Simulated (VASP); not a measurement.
Input:

```
CELL_PARAMETERS angstrom
      0.00000     2.00578     2.00578
      2.00578     0.00000     2.00578
      2.00578     2.00578     0.00000
ATOMIC_POSITIONS crystal
  Al 0.00000 0.00000 0.00000
```

Calculation: PBEsol GGA, VASP's PBE PAW potentials (set 64) (plane waves; VASP). Numerical set-up: 480 eV cut-off, 14×14×14 Γ-centred mesh, first-order Methfessel-Paxton smearing of 0.10 eV, potentials Al.

Each relaxation starts from this cell; other phases were not tried.

Question: The cell is relaxed at 2 GPa. What happens?

Answer: The volume per atom goes from 16.14 to 15.77 Å³ (-2.3 %), and the cell becomes a = b = c = 3.981 Å, α = β = γ = 90.00°, space group Fm-3m.

Question: The cell is relaxed at 30 GPa. What happens?

Answer: The volume per atom goes from 16.14 to 12.94 Å³ (-19.8 %), and the cell becomes a = b = c = 3.7267 Å, α = β = γ = 90.00°, space group Fm-3m.

Failed runs are left out, and for metals the shear rows, which the mesh's noise covers.

The compound is Al in the fcc structure.
